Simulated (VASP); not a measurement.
Calculation: PBEsol GGA, VASP's PBE PAW potentials (set 64) (plane waves; VASP).

The input files of a VASP run:

### INCAR
```
# general
SYSTEM =LaTl
PREC   =Accurate
ENCUT  =300
LREAL  =.FALSE.
LASPH  =.TRUE.

# electronic loop
EDIFF  =1E-6
NELM   =100
ALGO   =Normal
LMAXMIX=6

# smearing
ISMEAR =0
SIGMA  =0.1

# functional
GGA    =PS

# ions
ISIF   =2

# output
LWAVE  =.FALSE.
LCHARG =.FALSE.
```

POSCAR:
```
LaTl
1.0
  3.9723800000   0.0000000000   0.0000000000
  0.0000000000   3.9723800000   0.0000000000
  0.0000000000   0.0000000000   3.9723800000
La Tl
1 1
Cart
 -0.0025105442  -0.0030348983  -0.0418808023
  1.9887005442   1.9892248983   2.0280708023
```

File KPOINTS:
```
Automatic mesh
0
Gamma
8 8 8
0 0 0
```

POTCAR, in this order: La Tl_d (PBE.64 set). Program: vasp_std.

Output of the run:

### OUTCAR
```
 ion  position               nearest neighbor table
   1  0.999  0.999  0.989-   2 3.39   2 3.39   2 3.39   2 3.40   2 3.48   2 3.49   2 3.49   2 3.50
  LATTYP: Found a simple cubic cell.
 ALAT       =     3.9723800000
 Subroutine PRICEL returns:
 Original cell was already a primitive cell.
 Subroutine GETGRP returns: Found  1 space group operations
The static configuration has the point symmetry C_1 .
The dynamic configuration has the point symmetry C_1 .
 Subroutine INISYM returns: Found  1 space group operations
 Subroutine IBZKPT returns following result:
 Found    260 irreducible k-points:

 Following reciprocal coordinates:
            Coordinates               Weight
  0.000000  0.000000  0.000000      1.000000
  0.125000  0.000000  0.000000      2.000000
  0.000000  0.125000  0.000000      2.000000
  0.000000  0.000000  0.125000      2.000000
  0.250000  0.000000  0.000000      2.000000
  0.000000  0.250000  0.000000      2.000000
  0.000000  0.000000  0.250000      2.000000
  0.375000  0.000000  0.000000      2.000000
  0.000000  0.375000  0.000000      2.000000
  0.000000  0.000000  0.375000      2.000000
  0.500000  0.000000  0.000000      1.000000
  0.000000  0.500000  0.000000      1.000000
  0.000000  0.000000  0.500000      1.000000
  0.125000  0.125000  0.000000      2.000000
  0.000000  0.125000  0.125000      2.000000
  0.125000  0.000000  0.125000      2.000000
 -0.125000  0.125000  0.000000      2.000000
 -0.125000  0.000000  0.125000      2.000000
  0.000000 -0.125000  0.125000      2.000000
  0.250000  0.125000  0.000000      2.000000
  0.000000  0.250000  0.125000      2.000000
  0.125000  0.000000  0.250000      2.000000
 -0.125000  0.250000  0.000000      2.000000
 -0.250000  0.000000  0.125000      2.000000
  0.000000  0.125000  0.250000      2.000000
...
```

**OSZICAR**
```
       N       E                     dE             d eps       ncg     rms          rms(c)
DAV:   1     0.193617710659E+03    0.19362E+03   -0.71417E+03  8336   0.134E+03
DAV:   2     0.538653919953E+01   -0.18823E+03   -0.18529E+03 13536   0.281E+02
DAV:   3    -0.850678844700E+01   -0.13893E+02   -0.13087E+02 12856   0.117E+02
DAV:   4    -0.905808014856E+01   -0.55129E+00   -0.54616E+00 15344   0.146E+01
DAV:   5    -0.907936028484E+01   -0.21280E-01   -0.21253E-01 10344   0.280E+00    0.329E+00
DAV:   6    -0.891767719468E+01    0.16168E+00   -0.51897E-01 12360   0.517E+00    0.216E+00
DAV:   7    -0.889552090152E+01    0.22156E-01   -0.60352E-02 11360   0.198E+00    0.116E+00
DAV:   8    -0.889136412791E+01    0.41568E-02   -0.11450E-02 12656   0.761E-01    0.923E-02
DAV:   9    -0.889153454434E+01   -0.17042E-03   -0.11951E-03 15448   0.294E-01    0.581E-02
DAV:  10    -0.889164916472E+01   -0.11462E-03   -0.38052E-04 12136   0.114E-01    0.405E-02
DAV:  11    -0.889166728957E+01   -0.18125E-04   -0.12321E-04 14960   0.624E-02    0.747E-03
DAV:  12    -0.889166935122E+01   -0.20617E-05   -0.16178E-05 13792   0.206E-02    0.361E-03
DAV:  13    -0.889166940759E+01   -0.56367E-07   -0.13724E-06 10552   0.734E-03
   1 F= -.88916694E+01 E0= -.88875700E+01  d E =-.819876E-02
```

**OUTCAR**
```
------------------------ aborting loop because EDIFF is reached ----------------------------------------
  FORCE on cell =-STRESS in cart. coord.  units (eV):
  Direction    XX          YY          ZZ          XY          YZ          ZX
  --------------------------------------------------------------------------------------
  Total       -0.9153101     -0.9153353     -0.9180716      0.0002029      0.0032628      0.0026862
  in kB      -23.3951852    -23.3958286    -23.4657689      0.0051864      0.0833970      0.0686590
  external PRESSURE =     -23.4189276 kB  Pullay stress =       0.0000000 kB
  volume of cell :       62.68
      direct lattice vectors                 reciprocal lattice vectors
     3.972380000  0.000000000  0.000000000     0.251738253  0.000000000  0.000000000
     0.000000000  3.972380000  0.000000000     0.000000000  0.251738253  0.000000000
     0.000000000  0.000000000  3.972380000     0.000000000  0.000000000  0.251738253
 POSITION                                       TOTAL-FORCE (eV/Angst)
 -----------------------------------------------------------------------------------
      3.96987      3.96935      3.93050         0.006831      0.008260      0.114179
      1.98870      1.98922      2.02807        -0.006831     -0.008260     -0.114179
 -----------------------------------------------------------------------------------
    total drift:                                0.000200      0.000242      0.000201
  FREE ENERGIE OF THE ION-ELECTRON SYSTEM (eV)
  ---------------------------------------------------
  free  energy   TOTEN  =        -8.8916694076 eV

  energy  without entropy=       -8.8834706486  energy(sigma->0) =       -8.88757003
```
(Selected blocks of OUTCAR.)

At this cut-off the stress carries a Pulay error, which pulls relaxed volumes low.

The structure comes from a computed database's LaTl entry (Pm-3m); how it stands against other phases isn't given here. The cell was not relaxed at this level, atoms are displaced from their ideal sites.
